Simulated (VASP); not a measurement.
# InGaTe3 (P1) in VASP: single point with PBEsol

Aim: the single point of InGaTe3 with PBEsol.

All numbers are computed with VASP 6.6.1; they aren't measurements. Logs are shortened: lines on timing, memory, paths and dates and some standing lists are left out, and cuts for length are marked.

### 1 The crystal as given

The typed cell holds 5 atoms: a = 7.050 Å, b = 7.229 Å, c = 7.169 Å, α = 91.98°, β = 95.28°, γ = 57.43°.

The cell was built by a generator and needn't be a form met in nature.

### 2 Single point, PBEsol

Contents of INCAR:

```
SYSTEM = InGaTe3
PREC     = Accurate       ! precision mode
ENCUT    = 520            ! plane-wave cutoff, eV
EDIFF    = 1E-7           ! SCF threshold, eV
ISMEAR   = -1             ! smearing method
SIGMA    = 0.1            ! smearing width, eV
LREAL    = .False.        ! projectors in reciprocal space
LASPH    = .True.         ! aspherical terms in the spheres
NELM     = 60             ! most SCF steps
ALGO     = Normal         ! electronic algorithm
ISIF     = 2              ! what is computed and relaxed
LWAVE    = .False.        ! write WAVECAR
LCHARG   = .False.        ! write CHGCAR
GGA      = PS             ! functional
NBANDS   = 30             ! bands
```

Contents of KPOINTS:

```
Automatic mesh
0
Gamma
  3 3 3
  0.5 0 0.5
```

Contents of POSCAR:

```
InGaTe3
1.0
    3.3351970600      6.2022633000     -0.3270218500
   -3.5233129700      6.3108718500     -0.1217537600
   -0.2069889800     -0.2612714800      7.1616389500
In Ga Te
1 1 3
Direct
    0.3342420000      0.3547330000      0.4997900000
    0.0028000000      0.0308910000      0.3427200000
    0.0068510000      0.6452350000      0.2563140000
    0.3509240000      0.9836560000      0.2341470000
    0.6461030000      0.3475040000      0.2169030000
```

Potentials or basis: VASP PAW PBE potentials, release 64 (In_d, Ga_d, Te).

Command:

```console
$ cat potpaw_PBE.64/In_d/POTCAR potpaw_PBE.64/Ga_d/POTCAR potpaw_PBE.64/Te/POTCAR > POTCAR
$ mpirun -np 1 vasp_std > vasp.out
```

OUTCAR:

```text
SYSTEM = InGaTe3
   PREC = Accurate
   ENCUT = 520
   EDIFF = 1E-7
   ISMEAR = -1
   LREAL = .False.
   LASPH = .True.
   NELM = 60
   ISIF = 2
   GGA = PS

 ion  position               nearest neighbor table
   1  0.334  0.355  0.500-   3 2.66   5 3.10   4 3.19
   2  0.003  0.031  0.343-   5 2.43   4 2.49   3 2.82
   3  0.007  0.645  0.256-   1 2.66   2 2.82
   4  0.351  0.984  0.234-   2 2.49   1 3.19
   5  0.646  0.348  0.217-   2 2.43   1 3.10

  LATTYP: Found a triclinic cell.
 ALAT       =     7.0497200485
 B/A-ratio  =     0.9734344807
 C/A-ratio  =     1.0169753994
 COS(alpha) =     0.0581573825
 COS(beta)  =     0.0920584276
 COS(gamma) =     0.4602889677

  Lattice vectors:

 A1 = (   3.3351970600,   6.2022633000,  -0.3270218500)
 A2 = (   6.8585100300,  -0.1086085500,  -0.2052680900)
 A3 = (   0.2069889800,   0.2612714800,  -7.1616389500)

Analysis of symmetry for initial positions (statically):
=====================================================================
 Subroutine PRICEL returns:
 Original cell was already a primitive cell.

 Routine SETGRP: Setting up the symmetry group for a
 triclinic supercell.

 Subroutine GETGRP returns: Found  1 space group operations
 (whereof  1 operations were pure point group operations)
 out of a pool of  2 trial point group operations.

The static configuration has the point symmetry C_1 .

Analysis of symmetry for dynamics (positions and initial velocities):
=====================================================================
 Subroutine PRICEL returns:
 Original cell was already a primitive cell.

 Routine SETGRP: Setting up the symmetry group for a
 triclinic supercell.

 Subroutine GETGRP returns: Found  1 space group operations
 (whereof  1 operations were pure point group operations)
 out of a pool of  2 trial point group operations.

The dynamic configuration has the point symmetry C_1 .

 Subroutine INISYM returns: Found  1 space group operations
 (whereof  1 operations are pure point group operations),
 and found     1 'primitive' translations

----------------------------------------------------------------------------------------

                                     Primitive cell

  volume of cell :     306.5600

  direct lattice vectors                    reciprocal lattice vectors
     3.335197060  6.202263300 -0.327021850     0.147326380  0.082391366  0.007263903
    -3.523312970  6.310871850 -0.121753760    -0.144614200  0.077693722 -0.001345278
    -0.206988980 -0.261271480  7.161638950     0.004268803  0.005083093  0.139941663

  length of vectors
     7.049720048  7.228807770  7.169391862     0.168956100  0.164168788  0.140098999

  position of ions in fractional coordinates (direct lattice)
     0.334242000  0.354733000  0.499790000
     0.002800000  0.030891000  0.342720000
     0.006851000  0.645235000  0.256314000
     0.350924000  0.983656000  0.234147000
     0.646103000  0.347504000  0.216903000

  ion indices of the primitive-cell ions
   primitive index   ion index
                 1           1
                 2           2
                 3           3
                 4           4
                 5           5

----------------------------------------------------------------------------------------

 KPOINTS: Automatic mesh

Automatic generation of k-mesh.
 Grid dimensions read from file:
 generate k-points for:    3    3    3

 Generating k-lattice:

  Cartesian coordinates                     Fractional coordinates (reciprocal lattice)
     0.049108793  0.027463789  0.002421301     0.333333333  0.000000000  0.000000000
    -0.048204733  0.025897907 -0.000448426     0.000000000  0.333333333 -0.000000000
     0.001422934  0.001694364  0.046647221     0.000000000 -0.000000000  0.333333333

  Length of vectors
     0.056318700  0.054722929  0.046699666

  Shift w.r.t. Gamma in fractional coordinates (k-lattice)
     0.500000000  0.000000000  0.500000000

 Subroutine IBZKPT returns following result:
 ===========================================

 Found     14 irreducible k-points:

 Following reciprocal coordinates:
            Coordinates               Weight
  0.166667  0.000000  0.166667      2.000000
  0.500000 -0.000000  0.166667      2.000000
 -0.166667  0.000000  0.166667      2.000000
  0.166667  0.333333  0.166667      2.000000
  0.500000  0.333333  0.166667      2.000000
 -0.166667  0.333333  0.166667      2.000000
  0.166667 -0.333333  0.166667      2.000000
  0.500000 -0.333333  0.166667      2.000000
 -0.166667 -0.333333  0.166667      2.000000
  0.166667  0.000000  0.500000      2.000000
  0.500000 -0.000000  0.500000      1.000000
  0.166667  0.333333  0.500000      2.000000
  0.500000  0.333333  0.500000      2.000000
 -0.166667  0.333333  0.500000      2.000000
   k-points           NKPTS =     14   k-points in BZ     NKDIM =     14   number of bands    NBANDS=     30
   number of dos      NEDOS =    301   number of ions     NIONS =      5
   total plane-waves  NPLWV = 157464
   dimension x,y,z NGX =    54 NGY =   54 NGZ =   54
   dimension x,y,z NGXF=   108 NGYF=  108 NGZF=  108
   ions per type =               1   1   3
   NGX,Y,Z   is equivalent  to a cutoff of  12.73, 12.42, 12.52 a.u.
   NGXF,Y,Z  is equivalent  to a cutoff of  25.47, 24.84, 25.04 a.u.
 SYSTEM =  InGaTe3
   PREC   = accura    normal or accurate (medium, high low for compatibility)
   ISTART =      0    job   : 0-new  1-cont  2-samecut
   ICHARG =      2    charge: 1-file 2-atom 10-const
   ISPIN  =      1    spin polarized calculation?
   LNONCOLLINEAR =      F non collinear calculations
   LSORBIT =      F    spin-orbit coupling
   LASPH  =      T    aspherical Exc in radial PAW
   ENCUT  =  520.0 eV  38.22 Ry    6.18 a.u.  13.11 13.44 13.33*2*pi/ulx,y,z
   NELM   =     60;   NELMIN=  2; NELMDL= -5     # of ELM steps
   EDIFF  = 0.1E-06   stopping-criterion for ELM
   LREAL  =      F    real-space projection
   EDIFFG = 0.1E-05   stopping-criterion for IOM
   NSW    =      0    number of steps for IOM
   IBRION =     -1    ionic relax: 0-MD 1-quasi-New 2-CG
   NFREE  =      0    steps in history (QN), initial steepest desc. (CG)
   ISIF   =      2    stress and relaxation
   ISYM   =      2    0-nonsym 1-usesym 2-fastsym
   POTIM  = 0.5000    time-step for ionic-motion
   TEBEG  =    0.0;   TEEND  =   0.0 temperature during run
   PSTRESS=    0.0 pullay stress
   NELECT =      44.0000    total number of electrons
   NUPDOWN=      -1.0000    fix difference up-down
   EMIN   =  10.00;   EMAX   =-10.00  energy-range for DOS
   EFERMI =   0.00;   METHOD = LEGACY
   ISMEAR =    -1;   SIGMA  =   0.10  broadening in eV -4-tet -1-fermi 0-gaus
   EFERMI_NEDOS =   21; number of points for ismear=-14 and -15
   IALGO  =     38    algorithm
   IMIX   =      4    mixing-type and parameters
     AMIX     =   0.40;   BMIX     =  1.00
     AMIX_MAG =   1.60;   BMIX_MAG =  1.00
  volume/ion in A,a.u.               =      61.31       413.75
  Fermi-wavevector in a.u.,A,eV,Ry     =   0.857144  1.619768  9.996149  0.734696
  Thomas-Fermi vector in A             =   1.974153
   LORBIT       =      0    0 simple, 1 ext, 2 COOP (PROOUT), +10 PAW based schemes
   GGA     = PS    functional components
   LHFCALC =     F    Hartree Fock is set to
   AEXX    =    0.0000 exact exchange contribution
   IVDW    =     0    specifies the selected vdW correction
   LEPSILON=     F    determine dielectric tensor
   LRPA    =     F    only Hartree local field effects (RPA)
 non-spin polarized calculation
  energy-cutoff  :      520.00
  volume of cell :      306.56
 maximum number of plane-waves:      8268
 NGX is ok and might be reduce to    54
   NGX = 27   NGY = 27   NGZ = 27

 number of electron      44.0000003 magnetization

 Free energy of the ion-electron system (eV)
  ---------------------------------------------------
  ext. energy  EPLUGINS =         0.00000000
  ---------------------------------------------------
  free energy    TOTEN  =       -14.88424305 eV

  energy without entropy =      -14.71030853  energy(sigma->0) =      -14.79727579

 E-fermi :   0.0450     XC(G=0):  -5.9935

 val. band max:        0.0069385332   @ k =  -0.1667   0.0000   0.1667
 cond. band min:       0.0638834239   @ k =   0.5000  -0.0000   0.1667
 fundamental gap:      0.0569448908
 Fermi energy:         0.0450143788

 k-point     1 :       0.1667    0.0000    0.1667
  band No.  band energies     occupation
      1     -14.9046      2.00000
      2     -14.8804      2.00000
      3     -14.8327      2.00000
      4     -14.7775      2.00000
      5     -14.7699      2.00000
      6     -14.0339      2.00000
[... 22 lines left out ...]
     29       4.8782      0.00000
     30       5.3115      0.00000

 k-point     2 :       0.5000   -0.0000    0.1667
  band No.  band energies     occupation
      1     -14.9048      2.00000
      2     -14.8800      2.00000
      3     -14.8328      2.00000
      4     -14.7775      2.00000
      5     -14.7697      2.00000
      6     -14.0353      2.00000
[... 22 lines left out ...]
     29       4.5249      0.00000
     30       5.4572      0.00000

 k-point     3 :      -0.1667    0.0000    0.1667
  band No.  band energies     occupation
      1     -14.9046      2.00000
      2     -14.8804      2.00000
      3     -14.8327      2.00000
      4     -14.7775      2.00000
      5     -14.7699      2.00000
      6     -14.0339      2.00000
[... 22 lines left out ...]
     29       5.0651      0.00000
     30       5.3390      0.00000

 k-point     4 :       0.1667    0.3333    0.1667
  band No.  band energies     occupation
      1     -14.9046      2.00000
      2     -14.8804      2.00000
      3     -14.8327      2.00000
      4     -14.7773      2.00000
      5     -14.7699      2.00000
      6     -14.0345      2.00000
[... 286 lines left out ...]
     29       4.9282      0.00000
     30       5.3852      0.00000

 k-point    13 :       0.5000    0.3333    0.5000
  band No.  band energies     occupation
      1     -14.9047      2.00000
      2     -14.8802      2.00000
      3     -14.8328      2.00000
      4     -14.7774      2.00000
      5     -14.7698      2.00000
      6     -14.0346      2.00000
[... 22 lines left out ...]
     29       4.8379      0.00000
     30       5.3599      0.00000

 k-point    14 :      -0.1667    0.3333    0.5000
  band No.  band energies     occupation
      1     -14.9046      2.00000
      2     -14.8803      2.00000
      3     -14.8328      2.00000
      4     -14.7772      2.00000
      5     -14.7698      2.00000
      6     -14.0358      2.00000
[... 22 lines left out ...]
     29       5.0444      0.00000
     30       5.2160      0.00000

------------------------ aborting loop because EDIFF is reached ----------------------------------------

  FORCE on cell =-STRESS in cart. coord.  units (eV):
  Direction    XX          YY          ZZ          XY          YZ          ZX
  --------------------------------------------------------------------------------------
  -------------------------------------------------------------------------------------
  Total        2.3176899     -3.1240377     -0.8437253      1.9553649     -0.6518646      3.0099428
  in kB       12.1129638    -16.3271867     -4.4095691     10.2193413     -3.4068461     15.7308918
  external PRESSURE =      -2.8745973 kB  Pullay stress =       0.0000000 kB

 VOLUME and BASIS-vectors are now :
 -----------------------------------------------------------------------------
  energy-cutoff  :      520.00
  volume of cell :      306.56
      direct lattice vectors                 reciprocal lattice vectors
     3.335197060  6.202263300 -0.327021850     0.147326380  0.082391366  0.007263903
    -3.523312970  6.310871850 -0.121753760    -0.144614200  0.077693722 -0.001345278
    -0.206988980 -0.261271480  7.161638950     0.004268803  0.005083093  0.139941663

 POSITION                                       TOTAL-FORCE (eV/Angst)
 -----------------------------------------------------------------------------------
     -0.23852      4.18115      3.42682         1.271067     -0.011977      0.078442
     -0.17044      0.12277      2.44976         1.109242     -0.908159     -0.543920
     -2.30357      4.04752      1.75483        -1.536522      0.346147     -0.376680
     -2.34379      8.32307      1.44235         0.313392      0.626955      0.490403
      0.88562      6.14368      1.29978        -1.157178     -0.052966      0.351756
 -----------------------------------------------------------------------------------
    total drift:                                0.000736     -0.000104      0.001219

  FREE ENERGIE OF THE ION-ELECTRON SYSTEM (eV)
  ---------------------------------------------------
  free  energy   TOTEN  =       -14.8842430524 eV

  energy  without entropy=      -14.7103085263  energy(sigma->0) =      -14.79727579
```

Wall time 3.1 min (1 thread of Intel Xeon Platinum 8559C (Emerald Rapids), shared host); peak memory 0.44 GiB.

What came out:

| Quantity | Value |
| --- | --- |
| Free energy | -14.8842 eV |
| Pressure | -0.3 GPa |
| Largest force | 1.619 eV/Å |
| Band gap on the k mesh | 0.06 eV, indirect (least direct gap 0.11 eV) |

Forces on the atoms (eV/Å):
```
In   1.271 -0.012  0.078
Ga   1.109 -0.908 -0.544
Te  -1.537  0.346 -0.377
Te   0.313  0.627  0.490
Te  -1.157 -0.053  0.352
```

Caveat: the PAW data sets were made with another functional, which shifts forces and pressure a little; spin-orbit coupling is left out, which moves the levels of the heavy elements.
